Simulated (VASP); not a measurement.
A convergence study with VASP on PbS (rock salt): a few settings are varied, all else stays as given below, so the limit is that of these other settings. The cell's lengths are 1 % over those of the tabulated start and one atom is moved, so it is off equilibrium.

```yaml
crystal:
  lattice:
    - [0.00000, 2.99970, 2.99970]
    - [2.99970, 0.00000, 2.99970]
    - [2.99970, 2.99970, 0.00000]
  atoms:
    - { symbol: Pb, position: [0.00000, 0.00000, 0.00000] }
    - { symbol: S, position: [0.48990, 0.51010, 0.51010] }
```

Computed with LDA (Ceperley-Alder, Perdew-Zunger), VASP's LDA PAW potentials (set 64) (plane waves; VASP). The last row used: 900 eV cut-off, 7×7×7 Γ-centred mesh, Gaussian smearing of 0.050 eV, potentials Pb_d S_h.

Energies of different potentials or hybrids have different zeros.

| setting | E (eV/atom) | pressure (GPa) | plane waves |
|---|---|---|---|
| ENCUT = 520, POTCAR Pb_d S | -4.9732 | -4.25 | 1468 |
| ENCUT = 700, POTCAR Pb_d S | -4.9733 | -4.19 | 2285 |
| ENCUT = 900, POTCAR Pb_d S | -4.9732 | -4.19 | 3338 |
| ENCUT = 300, POTCAR Pb S | -5.0001 | -4.63 | 646 |
| ENCUT = 400, POTCAR Pb S | -5.0007 | -4.54 | 990 |
| ENCUT = 520, POTCAR Pb S | -5.0007 | -4.54 | 1468 |
| ENCUT = 700, POTCAR Pb S | -5.0008 | -4.53 | 2285 |
| ENCUT = 900, POTCAR Pb S | -5.0008 | -4.53 | 3338 |
| ENCUT = 300, POTCAR Pb_d S_h | ? | ? | 646 |
| ENCUT = 400, POTCAR Pb_d S_h | -4.9723 | -4.37 | 990 |
| ENCUT = 520, POTCAR Pb_d S_h | -4.9729 | -4.26 | 1468 |
| ENCUT = 700, POTCAR Pb_d S_h | -4.9732 | -4.18 | 2285 |
| ENCUT = 900, POTCAR Pb_d S_h | ? | -4.18 | 3338 |

**Question.** Some entries are withheld; supply them.

**Answer.** 
- ENCUT = 900, POTCAR Pb_d S_h, E (eV/atom): -4.9731
- ENCUT = 300, POTCAR Pb_d S_h, E (eV/atom): -4.9715
- ENCUT = 300, POTCAR Pb_d S_h, pressure (GPa): -4.81

Left out are rungs that failed or repeat a setting and relaxations that didn't move; long series are thinned to 24 rows.

The compound is PbS in the rock salt structure. The cell was not relaxed at this level, it is distorted from the ideal structure.
